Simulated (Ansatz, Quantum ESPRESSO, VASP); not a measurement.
**MgB: energy against volume and a worked fit**

The structure is cubic, space group Pm-3m (No. 221). Conventional cell: a = 2.895 Å, b = 2.895 Å, c = 2.895 Å, α = 90.00°, β = 90.00°, γ = 90.00°. Around Mg (site symmetry m-3m) lie 8 B at 2.51 Å. B (site symmetry m-3m) has 8 Mg at 2.51 Å as nearest neighbours.

The cell comes from a database or a generator and needn't be the stable form of this composition.

The cell was scaled at fixed shape and fractions and run with Quantum ESPRESSO, SSSP 1.3 efficiency PBE, cutoff 748 eV; PBE, k mesh 9 × 9 × 9 on the cell of 2 atoms, fermi-dirac occupations of 0.05 eV, no spin polarisation, no spin-orbit coupling. Energies are those that the program minimises, any entropy of the smearing included. For a metal such a mesh isn't converged to the digits shown.

| V (Å³/atom) | energy over the lowest row (meV/atom) |
| --- | --- |
| 11.4054 | 12.096 |
| 11.6481 | 5.056 |
| 11.8908 | 1.136 |
| 12.1334 | 0.000 |
| 12.3761 | ? |
| 12.6188 | 5.067 |
| 12.8614 | 10.883 |

Fit the third-order Birch-Murnaghan form, give V0, B0 and B′, and predict the energy left open.

With y = (V0/V)^(2/3), E = E0 + (9 V0 B0/16) [(y - 1)³ B′ + (y - 1)² (6 - 4y)]. Least squares through the rows shown give V0 = 12.1177 Å³/atom, E0 = -0.018 meV, B0 = 84.14 GPa (1 eV/Å³ = 160.218 GPa) and B′ = 3.79, with a largest miss of 0.015 meV. At V = 12.3761 the form with these constants gives 1.381 meV; the run gave 1.378 meV an atom. Other set-ups at this level, from all their volumes (Å³/atom, GPa): Ansatz, Ansatz PAW (earlier soft set): V0 12.154, B0 82.68; VASP, PBE PAW files B, Mg, 520 eV: V0 12.126, B0 83.83.
